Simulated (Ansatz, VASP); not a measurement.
# KBr: VASP beside Ansatz

Wanted: the spread between two codes on one cell, functional and k mesh. The cell is taken from a series of runs on this material, whose earlier steps may have relaxed, scaled, displaced or heated it; both programs get it as it stands.

Main program and level: Ansatz 0.2.0; plane waves, with VASP 6.6.1 beside it; zone-centre phonons at LDA.

## (1) Starting point

The structure is cubic, space group Fm-3m (No. 225). The conventional cell has a = 6.370 Å, b = 6.370 Å, c = 6.370 Å, α = 90.00°, β = 90.00°, γ = 90.00°. K has 6 Br at 3.19 Å nearest. Br has 6 K at 3.19 Å nearest. Farther neighbours and most contacts between anions are not listed.

## (2) Ansatz: zone-centre phonons, LDA

Ansatz runs on norm-conserving files, of PseudoDojo where its log says so.

Second derivatives magnify differences that forces hide, and they need a tight electronic threshold.

Contents of input.yaml:

```yaml
crystal:
  lattice:
    - [-3.185203925, 0.0, 3.185203925]
    - [0.0, 3.185203925, 3.185203925]
    - [-3.185203925, 3.185203925, 0.0]
  atoms:
    - { symbol: K, position: [0.0, 0.0, 0.0] }
    - { symbol: Br, position: [0.5, 0.5, 0.5] }
kpoints:
  mp_grid: { grid: [6, 6, 6] }
hamiltonian:
  xc: lda
  pseudopotentials: { kind: nc, accuracy: standard }
scf:
  occupations: { method: fixed }
output:
  eigenvalues: true
basis:
  ecutwfc: 870.764
phonons:
  method: dfpt
  dielectric: true
  rigid_motions: translations
```

On the command line:

```sh
$ ansatz run input.yaml --threads 4 --pin off --max-ram 8192MiB --backend cpu --events-out ev --progress --plain --runs-dir out
```

What it wrote:

```text
Warning: basis.ecutwfc = 870.764 eV is below the records' recommended 979.609905 eV, and the density's cutoff is lower with it unless basis.ecutrho_ratio is high enough to keep the records' density cutoff: compare with a run at a higher cutoff
Engine: ansatz 0.2.0, aarch64-unknown-linux-gnu
Pseudopotentials: kind: nc
Pseudopotential: K, nc, valence charge 9, recommended cutoff 979.609905 eV (normal), K.nc.azcp (PseudoDojo's, or run here from an input of PseudoDojo's; its table is named by hamiltonian.pseudopotentials.accuracy)
Pseudopotential: Br, nc, valence charge 7, recommended cutoff 598.650497 eV (normal), Br.nc.azcp (PseudoDojo's, or run here from an input of PseudoDojo's; its table is named by hamiltonian.pseudopotentials.accuracy)
Functional definition: SPW92
  exchange = slater_x
  correlation = pw_c
Crystal: 2 atoms, lattice volume = 64.631 Å³
Basis set: ecut = 870.764 eV, 3719 PW (Γ), exchange–correlation on 90×90×90 points (8 copies of the dense FFT grid, shifted against one another)
Bands: 12, of which v1, the nominal top of the filled ones, is band 8 counted from 1 (7 counted from 0)
Symmetry: 48 space group operations
k-points: 30 of 216 (irreducible under 8 space group operations, time reversal used)
Non-local potential: K, projectors of the file, l = 0: 2, l = 1: 2, l = 2: 2
Non-local potential: Br, projectors of the file, l = 0: 2, l = 1: 2, l = 2: 2
Initial density: superposition of atomic densities (chi_scale 0.1, normalization cell, long waves kept (reshape's long-wave potential 0.00 eV rms))
Initial wavefunctions: pseudopotential atomic-orbital guess
Functional: x = slater, c = lda
SCF iter   1: F=—  HF=-1247.903979 eV  |F-HF|=—  |Δ(HF+E_count)|=         —  Δρ=3.86e-2  dr2=1.57e0  ethr=3.10e-3  ⟨swp⟩=6.5  Hψ=2365  notcnv=0  defer=57
preconditioner: auto → none  [insulator: Δε(μ)=3.459 eV  Ē_g=14.761 eV  n_scr=14 (ndim 8)  ℏωp=17.3 eV  f_vac=0.000  ε∞_Penn≈2.4]
SCF iter   2: F=—  HF=-1247.206426 eV  |F-HF|=—  |Δ(HF+E_count)|=   6.98e-1  Δρ=8.57e-3  dr2=6.86e-2  ethr=3.10e-3  ⟨swp⟩=3.9  Hψ=1110  notcnv=0  defer=56
SCF iter   3: F=—  HF=-1247.187334 eV  |F-HF|=—  |Δ(HF+E_count)|=   1.91e-2  Δρ=3.78e-3  dr2=8.66e-3  ethr=4.29e-4  ⟨swp⟩=3.1  Hψ=590  notcnv=0  defer=60
SCF iter   4: F=—  HF=-1247.186032 eV  |F-HF|=—  |Δ(HF+E_count)|=   1.30e-3  Δρ=9.83e-4  dr2=9.56e-4  ethr=5.41e-5  ⟨swp⟩=3.0  Hψ=459  notcnv=0  defer=58
SCF iter   5: F=—  HF=-1247.185920 eV  |F-HF|=—  |Δ(HF+E_count)|=   1.12e-4  Δρ=1.14e-4  dr2=1.11e-5  ethr=5.98e-6  ⟨swp⟩=3.9  Hψ=664  notcnv=0  defer=58
SCF iter   6: F=—  HF=-1247.185920 eV  |F-HF|=—  |Δ(HF+E_count)|=   4.40e-7  Δρ=1.62e-5  dr2=2.33e-7  ethr=6.94e-8  ⟨swp⟩=2.5  Hψ=570  notcnv=0  defer=58
SCF iter   7: F=—  HF=-1247.185961 eV  |F-HF|=—  |Δ(HF+E_count)|=   4.13e-5  Δρ=1.48e-6  dr2=8.00e-10  ethr=1.46e-9  ⟨swp⟩=2.2  Hψ=590  notcnv=0  defer=52
SCF iter   8: F=-1247.185961 eV  HF=-1247.185961 eV  |F-HF|=2.55e-11  |Δ(HF+E_count)|=   1.22e-9  Δρ=2.46e-7  dr2=3.11e-11  ethr=1.00e-12  ⟨swp⟩=14.8  Hψ=3720  notcnv=0
SCF 1 converged in 8 iterations: F = -1247.185961 eV  dr2 = 3.11e-11
NSCF: frozen V_eff on 3 k-points
DFPT response loops at Γ: preconditioner auto → none (the input reference at scf.mixing.eps_inf says where Resta's filter doesn't serve); β = 0.50; Broyden in place of MSR1
── the response to a field inside a basis, on 6×6×6 k-points: an SCF that follows is theirs, and a resumed run solves both again ──
Bands: 9, of which v1, the nominal top of the filled ones, is band 8 counted from 1 (7 counted from 0)
k-points: 28 of 216 (irreducible under 12 space group operations)
Initial density: handed on by an earlier stage of this run
Initial wavefunctions: pseudopotential atomic-orbital guess (no wavefunctions were taken with the density)
Eigensolver: Dense (28 Hₖ)
SCF iter   1: F=—  HF=-1247.185134 eV  |F-HF|=—  |Δ(HF+E_count)|=         —  Δρ=1.67e-4  dr2=1.49e-6  ethr=1.00e-1
preconditioner: auto → none  [insulator: Δε(μ)=4.572 eV  Ē_g=13.064 eV  n_scr=14 (ndim 8)  ℏωp=17.3 eV  f_vac=0.030  ε∞_Penn≈2.8]
SCF iter   2: F=—  HF=-1247.185135 eV  |F-HF|=—  |Δ(HF+E_count)|=   1.06e-6  Δρ=8.31e-5  dr2=3.63e-7  ethr=9.30e-9
SCF iter   3: F=-1247.185135 eV  HF=-1247.185135 eV  |F-HF|=4.99e-9  |Δ(HF+E_count)|=   3.79e-7  Δρ=3.19e-6  dr2=6.77e-9  ethr=2.27e-9
SCF 1 converged in 3 iterations: F = -1247.185135 eV  dr2 = 6.77e-9
DFPT response loops at Γ: mixed as the last ones told, above
SCF converged after 8 iterations
Free energy (F): -1247.185961 eV
Harris-Foulkes:  -1247.185961 eV  (|F-HF|=2.55e-11)
Internal energy: -1247.185961 eV  (E = F + TS)
E sigma→0 (E₀):  -1247.185961 eV
Fermi energy:    1.612082 eV
--- Per-component energies (eV) ---
  E_band       = -123.163551
  E_kinetic    = 400.237674
  E_local      = -932.327820  (includes V_loc(G=0)·N_el)
  E_nonlocal   = 179.553386
  E_hartree    = 245.396245
  E_xc         = -311.227777
  E_vxc        = -261.419144  (∫ρ·V_xc dr)
  E_ewald      = -828.817669
  E_smearing   = -0.000000  (= −TS)
  E_closure    = 0.000000  (closes the sum)
  Σ components = -1247.185961   (vs F -1247.185961, Δ=0.00e0)
--- Band table (eV; the first three rows and the last of 30) ---
  k-point 0: bands = [... 4 lower, -9.3297, 1.6121, 1.6121, 1.6121, 5.9361, 8.9666, 8.9666, 8.9666]
  k-point 1: bands = [... 4 lower, -9.2521, 1.1391, 1.4894, 1.4894, 6.6860, 8.8340, 9.3293, 9.3293]
  k-point 2: bands = [... 4 lower, -9.1074, 0.4257, 1.2636, 1.2636, 7.7615, 9.2989, 10.3004, 10.3004]
  k-point 29: bands = [... 4 lower, -9.3898, 0.6494, 1.2782, 1.2782, 7.0302, 8.8732, 10.9706, 11.3498]
--- Phonons (Γ-DFPT): 2 representative perturbations + reference, on 30 of 216 k-points (Σ response iterations 7) ---
  k mesh reduced under 8 symmetry operations, with k and −k counted as one. Each operation leaves every solved perturbation unchanged. A smaller set is not considered because the run solves the response to a homogeneous field
  ASR residual: 9.811e-4 → 0.000e0 eV/Å²; symmetrization residual: 1.196e-6 eV/Å²
  ASR residual per site (eV/Å²): 9.81e-4 7.13e-5
  Γ frequencies (cm⁻¹): 0.00 0.00 0.00 129.99 129.99 129.99
  ε∞ (high-frequency dielectric tensor):
        2.760168     0.000000    -0.000000
        0.000000     2.760168    -0.000000
       -0.000000    -0.000000     2.760168
  ε⁰ (static dielectric tensor: ions relaxed, cell fixed):
        4.846907     0.000000    -0.000000
        0.000000     4.846907    -0.000000
       -0.000000    -0.000000     4.846907
  ε⁰ − ε∞ (ionic part):
        2.086740     0.000000     0.000000
        0.000000     2.086740    -0.000000
        0.000000    -0.000000     2.086740
  softest optical mode at Γ: 129.99 cm⁻¹; the repairs (sum rule, projections) moved no ω² at Γ by more than (2.62 cm⁻¹)²
  Born effective charges Z* (e; rows j = field, columns β = displacement):
    site 0:
         1.10263    0.00000   -0.00000
         0.00000    1.10263   -0.00000
         0.00000   -0.00000    1.10263
    site 1:
        -1.10263   -0.00000    0.00000
        -0.00000   -1.10263    0.00000
        -0.00000    0.00000   -1.10263
  Z* charge neutrality: 2.367e-4 e pre-enforcement
  solved inside a basis spanned on kpoints, on 6×6×6 k-points, its susceptibility summed on 10×10×10: ε∞ is read to err by 5.4e-3, Z* by 9.6e-3 e (field_mesh: kpoints solves on kpoints); Z* is corrected for what the basis lacks
  optical modes at Γ without the LO–TO term, one row a degenerate level:
      ω (cm⁻¹)  modes    IR ((D/Å)²/amu)
        129.99      3             3.2054
  optical modes at Γ + LO–TO along q̂ = [1.0000, 0.0000, 0.0000]:
      ω (cm⁻¹)  modes    IR ((D/Å)²/amu)
        129.99      2             2.1369
        172.25      1             1.0685
  optical modes at Γ + LO–TO along q̂ = [0.0000, 1.0000, 0.0000]:
      ω (cm⁻¹)  modes    IR ((D/Å)²/amu)
        129.99      2             2.1369
        172.25      1             1.0685
  optical modes at Γ + LO–TO along q̂ = [0.0000, 0.0000, 1.0000]:
      ω (cm⁻¹)  modes    IR ((D/Å)²/amu)
        129.99      2             2.1369
        172.25      1             1.0685
```

The column dr2 measures how far the density is from self-consistency, as an energy; F and HF (Harris–Foulkes) agree once it is small.

[end of part 1 of 2]

[Lines on the potential files, build, host, timing and source positions are cut from VASP's logs without a mark.]

[Logs are printed without paths, hosts, clocks, repeated set-up lines and the standing remarks that a program may print on its own settings, such as how far it seeks lower states.]

[Hosts, paths, dates, database ids (printed as entryN), source tags and the programs' standing remarks are cut or masked in the printed files.]
